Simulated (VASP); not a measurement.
Consider the following.

```yaml
crystal:
  lattice:
    - [-1.60500, 1.60500, 3.92500]
    - [1.60500, -1.60500, 3.92500]
    - [1.60500, 1.60500, -3.92500]
  atoms:
    - { symbol: Si, position: [0.66500, 0.66500, 0.00000] }
    - { symbol: Si, position: [0.33500, 0.33500, 0.00000] }
    - { symbol: Mo, position: [0.00000, 0.00000, 0.00000] }
```

Calculation: PBEsol GGA, VASP's PBE PAW potentials (set 64) (plane waves; VASP). Settings: 300 eV cut-off, 7×7×8 Γ-centred mesh, Gaussian smearing of 0.10 eV, potentials Si Mo_sv.

### Question
Give the energies of bands 6 to 14 at the high-symmetry points, in eV from the Fermi level.

### Answer

```tsv
band	Γ	X	P	N	M	S	R
6	-6.36	-6.64	-6.22	-9.47	-10.07	-8.94	-7.76
7	-3.38	-5.62	-6.22	-4.93	-3.52	-6.79	-5.51
8	-3.05	-5.18	-6.16	-4.46	-2.19	-2.78	-4.43
9	-2.60	-4.42	-2.70	-2.56	-0.56	-2.46	-3.79
10	-2.60	-3.02	-2.06	-2.56	-0.56	-2.24	-2.89
11	0.38	-1.20	-2.06	-0.49	-0.48	-0.39	-1.79
12	3.13	2.29	0.30	2.24	-0.48	1.52	1.76
13	3.20	2.71	2.29	3.09	0.52	3.00	2.05
14	3.51	3.15	4.03	4.05	4.75	3.65	2.59
```

It has no gap at this level: it comes out as a metal or semimetal.

The structure is a typed MoSi2 crystal. The cell was not relaxed at this level. The k-mesh is coarse (spacing up to 0.35 per Å, 2π included), so the numbers may not be converged in it.
